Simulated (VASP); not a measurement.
```
AuCu3
1.0
    3.72316     0.00000     0.00000
    0.00000     3.72316     0.00000
    0.00000     0.00000     3.72316
Cu Au
3 1
Cartesian
  0.00000   1.86158   1.86158
  1.86158   0.00000   1.86158
  1.86158   1.86158   0.00000
  0.00000   0.00000   0.00000
```

Method: PBE GGA with D3 dispersion (Becke-Johnson damping), VASP's PBE PAW potentials (set 64) (plane waves; VASP). Numerical set-up: 520 eV cut-off, Gaussian smearing of 0.050 eV, potentials Cu Au.

Question: Give the energies of bands 11 to 24 at the high-symmetry points, in eV from the Fermi level.

Answer: 
```csv
band,Γ,X,M,R
11,-2.36,-3.47,-3.46,-3.02
12,-2.36,-2.71,-3.28,-3.02
13,-1.76,-2.59,-3.28,-1.74
14,-1.71,-2.59,-2.55,-1.74
15,-1.71,-2.42,-2.55,-1.74
16,-1.61,-2.42,-2.55,-1.71
17,-1.61,-2.39,-2.40,-1.71
18,-1.61,-2.33,-2.40,-1.68
19,-1.46,-2.08,-2.32,-1.68
20,-1.46,-2.01,-2.24,-1.68
21,-1.46,-1.60,-0.57,-1.20
22,1.19,-1.46,-0.57,-1.16
23,1.19,5.80,-0.46,-1.16
24,1.19,5.80,0.30,-1.16
```

It has no gap at this level: it comes out as a metal or semimetal.

The compound is Cu3Au in the L1_2 structure. It was relaxed first.
